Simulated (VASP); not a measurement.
The system is NaCu.

```xyz
2
Lattice="2.9422 0.0000 0.0000 0.0000 2.9422 0.0000 0.0000 0.0000 4.0409" Properties=species:S:1:pos:R:3 pbc="T T T"
Na    0.0000    0.0000    0.0000
Cu    1.4711    1.4711    2.0205
```

The cell was built by a generator and needn't be a form met in nature.

Base run:

```yaml
Program: VASP 6.6.1
Functional: revPBE
Potentials_or_basis: VASP PAW PBE potentials, release 64 (Na_pv, Cu)
Cutoff: 520 eV
k_mesh: 9 × 9 × 7
Occupations: fermi-dirac, width 0.05 eV
Spin: no spin polarisation
```

Its results: pressure 5.0 GPa.

After a change of settings the same cell gave: pressure 1.3 GPa. Which change was it?
A. functional from revPBE to RPBE
B. functional from revPBE to LDA; potentials or basis from VASP PAW PBE potentials, release 64 (Na_pv, Cu) to VASP PAW LDA potentials, release 64 (Na_pv, Cu)
C. functional from revPBE to r2SCAN
D. functional from revPBE to BLYP

C.

Caveats: the PAW data sets were made with another functional, which shifts forces and pressure a little.

Runs at the PBE level aren't shown here.
